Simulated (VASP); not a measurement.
A run of VASP 6.6.1 is set up as follows.

The input INCAR:

```
PREC = Accurate
ENCUT = 600
EDIFF = 1E-6
ISMEAR = -1
SIGMA = 0.05
LREAL = F
LASPH = T
NELM = 100
ALGO = Normal
ISIF = 3
LWAVE = F
LCHARG = F
GGA = PS
IBRION = 2
NSW = 40
EDIFFG = -0.02
```

KPOINTS

```
regular mesh
0
Gamma
  8 8 8
```

The input POSCAR:

```
GaSn
1.0
    0.0000000000      2.9028814200      3.0982155700
    2.7292512900      0.0000000000      3.0982155700
    2.7292512900      2.9028814200      0.0000000000
Ga Sn
1 1
Direct
    0.5000000000      0.5000000000      0.5000000000
    0.0000000000      0.0000000000      0.0000000000
```

Potentials or basis: VASP PAW PBE potentials, release 64 (Ga_d, Sn_d).

The run is started by

```bash
$ cat potpaw_PBE.64/Ga_d/POTCAR potpaw_PBE.64/Sn_d/POTCAR > POTCAR
$ mpirun -np 1 vasp_std > vasp.out
```

Predict the relaxed cell.

a = 4.027 Å, b = 4.027 Å, c = 4.027 Å, α = 60.00°, β = 59.99°, γ = 60.01°.

Predict the space group after relaxing (to 0.05 Å).

Fm-3m (No. 225).

Estimate the relaxed volume.

23.09 Å³/atom.

Final structure:
```xyz
2
Lattice="0.0000 2.8478 2.8470 2.8474 0.0000 2.8470 2.8474 2.8478 0.0000" Properties=species:S:1:pos:R:3 pbc="T T T"
Ga    2.8474    2.8478    2.8470
Sn    2.8474    0.0000    2.8470
```

Caveat: the PAW data sets were made with another functional, which shifts forces and pressure a little.
